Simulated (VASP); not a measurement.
Crystal: Sc3Te.

```
Sc Te
1.0
     0.00000    3.56950    3.56950
     3.56950    0.00000    3.56950
     3.56950    3.56950    0.00000
Sc Te
3 1
Cartesian
  1.7848 1.7848 1.7848
  5.3543 5.3543 5.3543
  3.5695 3.5695 3.5695
  0.0000 0.0000 0.0000
```

The cell was built by a generator and needn't be a form met in nature.

Base run:

| Quantity | Value |
| --- | --- |
| Program | VASP 6.6.1 |
| Functional | PBE |
| Potentials or basis | VASP PAW PBE potentials, release 64 (Sc_sv, Te) |
| Cutoff | 520 eV |
| k mesh | 5 × 5 × 5 |
| Occupations | fermi-dirac, width 0.05 eV |
| Spin | no spin polarisation |
| Hubbard terms | Sc d U = 6 eV |

Its results: band gap on the k mesh none (metal or under the smearing width); pressure 12.3 GPa.

**Question.** The run is repeated on the same cell with these changes: hubbard terms from Sc d U = 6 eV to none. What comes out?

**Answer.** Band gap on the k mesh none (metal or under the smearing width); pressure -0.1 GPa.

Caveats: U without spin polarisation on a metal has little footing (some runs); the U is typed as a test and isn't derived for this compound (some runs).

Not every run made on this cell is shown here.
